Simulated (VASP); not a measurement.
Output of a VASP run:

**OSZICAR**
```
       N       E                     dE             d eps       ncg     rms          rms(c)
DAV:   1     0.425600484933E+02    0.42560E+02   -0.65262E+03  2610   0.115E+03
DAV:   2    -0.126722115469E+02   -0.55232E+02   -0.54290E+02  3363   0.240E+02
DAV:   3    -0.132633603582E+02   -0.59115E+00   -0.56083E+00  2998   0.249E+01
DAV:   4    -0.132685412404E+02   -0.51809E-02   -0.51739E-02  3003   0.170E+00
DAV:   5    -0.132685783029E+02   -0.37062E-04   -0.37061E-04  2938   0.121E-01    0.151E+01
DAV:   6    -0.129260082955E+02    0.34257E+00   -0.35174E-01  2714   0.708E+00    0.739E+00
DAV:   7    -0.128198216516E+02    0.10619E+00   -0.27741E-01  2736   0.596E+00    0.407E-01
DAV:   8    -0.128177623973E+02    0.20593E-02   -0.44632E-03  2857   0.896E-01    0.792E-02
DAV:   9    -0.128177344340E+02    0.27963E-04   -0.98105E-05  2821   0.125E-01    0.287E-02
DAV:  10    -0.128177345101E+02   -0.76104E-07   -0.34421E-06  3207   0.245E-02
   1 F= -.12290652E+02 E0= -.12290533E+02  d E =-.122907E+02
```

### OUTCAR
```
------------------------ aborting loop because EDIFF is reached ----------------------------------------
  FORCE on cell =-STRESS in cart. coord.  units (eV):
  Direction    XX          YY          ZZ          XY          YZ          ZX
  --------------------------------------------------------------------------------------
  Total        0.5175562      0.5175562      0.5175562     -0.0000000      0.0000000      0.0000000
  in kB       49.0963530     49.0963530     49.0963530     -0.0000000      0.0000000      0.0000000
  external PRESSURE =      -0.9036470 kB  Pullay stress =      50.0000000 kB
  volume of cell :       16.89
      direct lattice vectors                 reciprocal lattice vectors
    -1.616291295  1.616291295  1.616291295     0.000000000  0.309350178  0.309350178
     1.616291295 -1.616291295  1.616291295     0.309350178  0.000000000  0.309350178
     1.616291295  1.616291295 -1.616291295     0.309350178  0.309350178  0.000000000
 POSITION                                       TOTAL-FORCE (eV/Angst)
 -----------------------------------------------------------------------------------
      0.00000      0.00000      0.00000         0.000000      0.000000      0.000000
 -----------------------------------------------------------------------------------
    total drift:                                0.000000     -0.000000      0.000000
  FREE ENERGIE OF THE ION-ELECTRON SYSTEM (eV)
  ---------------------------------------------------
  free  energy   TOTEN  =       -12.8177345101 eV

  energy  without entropy=      -12.8173756614  energy(sigma->0) =      -12.81761489
  enthalpy is  TOTEN    =       -12.2906523522 eV   P V=        0.5270821580

 reached required accuracy - stopping structural energy minimisation
```
(Selected blocks of OUTCAR.)

File POSCAR:
```
Ta
1
   -1.6162912954     1.6162912954     1.6162912954
    1.6162912954    -1.6162912954     1.6162912954
    1.6162912954     1.6162912954    -1.6162912954
Ta
1
Direct
  0.0000000000   0.0000000000   0.0000000000
```

**Question.** Write an INCAR and KPOINTS that could have produced this output.

**Answer.** Several could match; the one computed here: the input of the run itself, LDA (Ceperley-Alder, Perdew-Zunger), plane waves, VASP's LDA PAW potentials (set 64).

File KPOINTS:
```
Automatic
0
gamma
  16 16 16
0 0 0
```

**INCAR**
```
ISIF = 3
IBRION = 2   ! conjugate gradients
SIGMA = 0.1
NSW = 40   ! most ionic steps
PREC = Accurate
LMAXMIX = 6   ! l cut-off of mixed one-centre charges
LASPH = T
EDIFF = 1E-6
LREAL = F   ! projection in real space or not
LWAVE = F
PSTRESS = 50
ENCUT = 500
ISMEAR = 1   ! Methfessel-Paxton
SYSTEM = Ta
ALGO = Normal   ! blocked Davidson
EDIFFG = -0.02   ! ionic stop
NELM = 100
LCHARG = F
```

POTCAR, in this order: Ta_pv (LDA.64 set). Program: vasp_std.

The compound is Ta in the bcc structure. It was relaxed first under an external pressure of 5 GPa.
